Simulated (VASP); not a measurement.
All values below come from PBE GGA, VASP's PBE PAW potentials (set 64) (plane waves; VASP).

Input for VASP

KPOINTS:
```
Automatic mesh
0
Gamma
4 4 4
0 0 0
```

**INCAR**
```
ENCUT  =  400   ! plane-wave cut-off (eV)
PREC  =  Accurate
LWAVE  =  .FALSE.
GGA  =  PE   ! PBE
LCHARG  =  .TRUE.
NELM  =  100
ALGO  =  Normal   ! blocked Davidson
LREAL  =  .FALSE.   ! projection in real space or not
SYSTEM  =  Be4STe3
LMAXMIX  =  4
SIGMA  =  0.05   ! width (eV)
EDIFF  =  1E-6   ! SCF stop (eV)
ISMEAR  =  0
LASPH  =  .TRUE.
```

File POSCAR:
```
Be4STe3
1
    5.4730823008     0.0000000000    -0.0000000000
   -0.0000000000     5.4730823008     0.0000000000
    0.0000000000    -0.0000000000     5.4730823008
Be Te S
4 3 1
Direct
  0.0184742068   0.9815257932   0.9815257932
  0.4815257932   0.5184742068   0.9815257932
  0.4815257932   0.9815257932   0.5184742068
  0.0184742068   0.5184742068   0.5184742068
  0.2500000000   0.2500000000   0.2500000000
  0.7500000000   0.7500000000   0.2500000000
  0.7500000000   0.2500000000   0.7500000000
  0.2500000000   0.7500000000   0.7500000000
```

POTCAR, in this order: Be Te S (PBE.64 set). Program: vasp_std.

The resulting files:

OSZICAR:
```
       N       E                     dE             d eps       ncg     rms          rms(c)
DAV:   1     0.118563829669E+03    0.11856E+03   -0.10385E+04   420   0.102E+03
DAV:   2    -0.226453547644E+02   -0.14121E+03   -0.13429E+03   576   0.178E+02
DAV:   3    -0.325836618161E+02   -0.99383E+01   -0.98564E+01   539   0.550E+01
DAV:   4    -0.328200993626E+02   -0.23644E+00   -0.23592E+00   563   0.977E+00
DAV:   5    -0.328267293827E+02   -0.66300E-02   -0.66281E-02   558   0.150E+00    0.882E+00
DAV:   6    -0.324405400115E+02    0.38619E+00   -0.35928E-01   534   0.293E+00    0.561E+00
DAV:   7    -0.323290778981E+02    0.11146E+00   -0.53957E-01   483   0.350E+00    0.914E-01
DAV:   8    -0.323252707749E+02    0.38071E-02   -0.30880E-02   521   0.117E+00    0.409E-01
DAV:   9    -0.323269206694E+02   -0.16499E-02   -0.14648E-02   518   0.551E-01    0.804E-02
DAV:  10    -0.323269932398E+02   -0.72570E-04   -0.79763E-04   571   0.173E-01    0.498E-02
DAV:  11    -0.323272021035E+02   -0.20886E-03   -0.47001E-04   513   0.112E-01    0.295E-02
DAV:  12    -0.323272198583E+02   -0.17755E-04   -0.38968E-05   520   0.343E-02    0.843E-03
DAV:  13    -0.323272223448E+02   -0.24865E-05   -0.14261E-05   580   0.188E-02    0.126E-02
DAV:  14    -0.323272225912E+02   -0.24643E-06   -0.10270E-06   353   0.519E-03
   1 F= -.32327223E+02 E0= -.32327223E+02  d E =-.104837E-13
```

File OUTCAR:
```
------------------------ aborting loop because EDIFF is reached ----------------------------------------
  FORCE on cell =-STRESS in cart. coord.  units (eV):
  Direction    XX          YY          ZZ          XY          YZ          ZX
  --------------------------------------------------------------------------------------
  Total        0.0672403      0.0672403      0.0672403      0.0000000      0.0000000      0.0000000
  in kB        0.6571197      0.6571197      0.6571197      0.0000000      0.0000000      0.0000000
  external PRESSURE =       0.6571197 kB  Pullay stress =       0.0000000 kB
  volume of cell :      163.94
      direct lattice vectors                 reciprocal lattice vectors
     5.473082301  0.000000000  0.000000000     0.182712400  0.000000000  0.000000000
     0.000000000  5.473082301  0.000000000     0.000000000  0.182712400  0.000000000
     0.000000000  0.000000000  5.473082301     0.000000000  0.000000000  0.182712400
 POSITION                                       TOTAL-FORCE (eV/Angst)
 -----------------------------------------------------------------------------------
      0.10111      5.37197      5.37197        -0.008690      0.008690      0.008690
      2.63543      2.83765      5.37197         0.008690     -0.008690      0.008690
      2.63543      5.37197      2.83765         0.008690      0.008690     -0.008690
      0.10111      2.83765      2.83765        -0.008690     -0.008690     -0.008690
      1.36827      1.36827      1.36827        -0.000000     -0.000000     -0.000000
      4.10481      4.10481      1.36827        -0.000000     -0.000000     -0.000000
      4.10481      1.36827      4.10481        -0.000000     -0.000000     -0.000000
      1.36827      4.10481      4.10481        -0.000000     -0.000000     -0.000000
 -----------------------------------------------------------------------------------
    total drift:                               -0.000000     -0.000000     -0.000000
  FREE ENERGIE OF THE ION-ELECTRON SYSTEM (eV)
  ---------------------------------------------------
  free  energy   TOTEN  =       -32.3272225912 eV

  energy  without entropy=      -32.3272225912  energy(sigma->0) =      -32.32722259
```
(Selected blocks of OUTCAR.)

The structure was generated: Be4STe3 was put into an ordered model structure (P-43m), which need not be its known phase. It was relaxed first.
